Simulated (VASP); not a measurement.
Set up this calculation in VASP 6.6.1, as the native input.

```
Task                   : single point
Functional             : PBE
Potentials or basis    : VASP PAW PBE potentials, release 64 (Co, B, In_d)
Cutoff                 : 520 eV
k mesh                 : 6 × 6 × 6
Occupations            : gaussian, width 0.0536 eV
Spin                   : no spin polarisation
Dipole correction      : no
Further INCAR settings : ALGO = Fast; EDIFF = 1e-06; NBANDS = 42
```

The structure of InCoB3 lies in POSCAR:

```
InCoB3
1.0
    3.3244960000      0.0000000000      0.0000000000
    1.6622480000     -9.5962020000      0.0000000000
    0.0000000000      0.0000000000     -3.2588810000
Co B In
2 6 2
Direct
    0.2050000000      0.5900000000      0.7500000000
    0.7950000000      0.4100000000      0.2500000000
    0.6530000000      0.6940000000      0.7500000000
    0.3470000000      0.3060000000      0.2500000000
    0.3260000000      0.3480000000      0.7500000000
    0.6740000000      0.6520000000      0.2500000000
    0.5250000000      0.9500000000      0.7500000000
    0.4750000000      0.0500000000      0.2500000000
    0.9280000000      0.1440000000      0.7500000000
    0.0720000000      0.8560000000      0.2500000000
```

The cell was built by a generator and needn't be a form met in nature.

One way to write it, as run:

INCAR

```
SYSTEM = InCoB3
  ALGO = Fast
  EDIFF = 1E-6
  ENCUT = 520
  GGA = PE
  ISIF = 2
  ISMEAR = 0
  LASPH = .TRUE.
  LCHARG = .TRUE.
  LELF = .TRUE.
  LREAL = .FALSE.
  LVHAR = .TRUE.
  LWAVE = .FALSE.
  NBANDS = 42
  NELM = 80
  PREC = Accurate
  SIGMA = 0.0536
```

KPOINTS

```
k-points
0
G
  6 6 6
  0 0 0
```

Potentials or basis: VASP PAW PBE potentials, release 64 (Co, B, In_d).

Command:

```console
$ cat potpaw_PBE.64/Co/POTCAR potpaw_PBE.64/B/POTCAR potpaw_PBE.64/In_d/POTCAR > POTCAR
$ mpirun -np 1 vasp_std > vasp.out
```

It gave:

```yaml
Pressure: 2.2 GPa
Largest_force: 1.978 eV/Å
Band_gap_on_the_k_mesh: none (metal or under the smearing width)
```

Caveat: forces of over 1 eV/Å show positions far from the minimum, so gaps and moduli don't describe the material at rest.

Run time: 2.9 min on 1 thread of Intel(R) Xeon(R) 6975P-C (Granite Rapids), on a shared host, peak memory 0.34 GiB.
